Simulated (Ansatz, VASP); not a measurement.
## Mg6TiCo in VASP and in Ansatz

```
Co Ti Mg
1.0
     4.71661    0.00000    0.00000
     0.00000    3.01837    5.49984
     0.00000   -3.01837    5.49984
Co Ti Mg
1 1 6
Direct
  0.00000 0.80003 0.80003
  0.50000 0.69253 0.69253
  0.50000 0.16700 0.16700
  0.50000 0.16121 0.68208
  0.50000 0.68208 0.16121
  0.00000 0.32897 0.32897
  0.00000 0.34412 0.82405
  0.00000 0.82405 0.34412
```

The cell comes from a database or a generator and needn't be the stable form of this composition.

Alike in both runs: task single point; functional PBE; k mesh 6 × 5 × 5; occupations gaussian, width 0.02 eV; collinear spin, ferromagnetic start.

|  | VASP | Ansatz |
| --- | --- | --- |
| version | VASP 6.6.1 | Ansatz 0.2.0 |
| potentials or method | VASP PAW PBE potentials, release 64 (Co, Ti_pv, Mg_pv) | Ansatz PAW |
| plane-wave cutoff (eV) | 520 | 420 |
| valence electrons in the cell | 67 | 89 |

Ansatz gave:

```
gap on the k mesh at the Fermi level (eV)                     : none
pressure (GPa)                                                : 0.0
largest component of the traceless stress (GPa)               : 0.05
rms of the force components (eV/Å)                            : 0.020
net moment per atom (μB)                                      : 0.05
size of the moment on the site where the two differ most (μB) : 0.52
```

Q: What did VASP give for the same quantities?

A: gap on the k mesh at the Fermi level (eV): none; pressure (GPa): -0.1; largest component of the traceless stress (GPa): 0.08; rms of the force components (eV/Å): 0.019; net moment per atom (μB): 0.04; size of the moment on the site where the two differ most (μB): 0.59.

Site moments also hang on the region over which each program counts them. Atom by atom the forces differ by 0.003 eV/Å (rms over components). A gap of «none» marks a metal or a gap that the smearing closes. The two sets of potentials don't hold the same shells in valence.

Caveats: the starting moments weren't kept (Ansatz).
